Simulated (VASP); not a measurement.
Given:

```yaml
crystal:
  lattice:
    - [1.98564, -3.43924, 0.00000]
    - [1.98564, 3.43924, 0.00000]
    - [0.00000, 0.00000, 5.16129]
  atoms:
    - { symbol: Ni, position: [0.00000, 0.00000, 0.50000] }
    - { symbol: Ni, position: [0.00000, 0.00000, 0.00000] }
    - { symbol: Sb, position: [0.33333, 0.66667, 0.25000] }
    - { symbol: Sb, position: [0.66667, 0.33333, 0.75000] }
```

These are PBE GGA, VASP's PBE PAW potentials (set 64) (plane waves; VASP 6.6.1) values and carry that method's errors. Numerical set-up: 400 eV cut-off, 10×10×7 Γ-centred mesh, tetrahedra with Blöchl corrections, potentials Ni Sb.

Unless said otherwise, spin-orbit coupling is left out, though it shifts the bands of the heavy elements here.

**Question.** Tabulate the total density of states (states/eV per cell) against energy (eV; zero at the valence-band maximum or, without a gap, the Fermi level).

**Answer.** 
```
E (eV) | DOS (states/eV)
    -9.95 | ### 1.44
    -9.84 | ### 1.30
    -9.61 | ### 1.62
    -9.50 | ##### 2.54
    -9.27 | ### 1.62
    -9.15 | ## 1.17
    -8.93 | ## 0.84
    -8.81 | ## 0.86
    -8.59 | # 0.42
    -8.47 |  0.23
    -8.24 |  0.00
    -8.13 |  0.00
    -7.90 |  0.00
    -7.79 |  0.00
    -7.56 |  0.00
    -7.45 |  0.00
    -7.22 |  0.00
    -7.10 |  0.00
    -6.88 |  0.00
    -6.76 |  0.00
    -6.53 |  0.00
    -6.42 |  0.03
    -6.19 | ## 0.95
    -6.08 | ### 1.39
    -5.85 | #### 1.86
    -5.74 | ### 1.80
    -5.51 | #### 1.83
    -5.39 | ### 1.81
    -5.28 | #### 2.03
    -5.05 | ### 1.61
    -4.94 | ### 1.38
    -4.71 | ### 1.50
    -4.59 | ### 1.67
    -4.37 | #### 2.23
    -4.25 | #### 2.01
    -4.03 | #### 1.98
    -3.91 | #### 2.12
    -3.68 | ######### 4.44
    -3.57 | ######### 4.72
    -3.34 | ########### 5.57
    -3.23 | ######### 4.65
    -3.00 | ##### 2.80
    -2.88 | ############## 7.14
    -2.66 | ################### 10.1
    -2.54 | #################### 10.1
    -2.31 | ######## 4.26
    -2.20 | ######### 4.52
    -1.97 | ############################## 15.6
    -1.86 | ############################ 14.6
    -1.63 | ############ 6.36
    -1.52 | ############ 6.17
    -1.29 | ################# 9.02
    -1.18 | ########## 5.16
    -1.06 | ######## 4.19
    -0.83 | ###### 2.86
    -0.72 | ##### 2.62
    -0.49 | ##### 2.44
    -0.38 | ##### 2.50
    -0.15 | ##### 2.57
    -0.04 | #### 1.97
     0.19 | ##### 2.38
     0.31 | #### 2.34
     0.54 | #### 1.85
     0.65 | ### 1.57
     0.88 | ## 1.17
     0.99 | ## 1.16
     1.22 | #### 1.99
     1.33 | #### 2.27
     1.56 | #### 1.97
     1.68 | ### 1.78
     1.90 | ### 1.42
     2.02 | ### 1.47
     2.25 | ### 1.44
     2.36 | ### 1.58
     2.59 | ### 1.75
     2.70 | #### 1.82
     2.93 | ### 1.67
     3.04 | ### 1.62
     3.27 | ### 1.36
     3.39 | ## 0.96
```
Within 2 eV below the Fermi level the largest weight inside VASP's projection spheres is Ni d.

The compound is NiSb in the NiAs type structure. It was relaxed first. The run is not spin-polarised, so no magnetic state was tried.
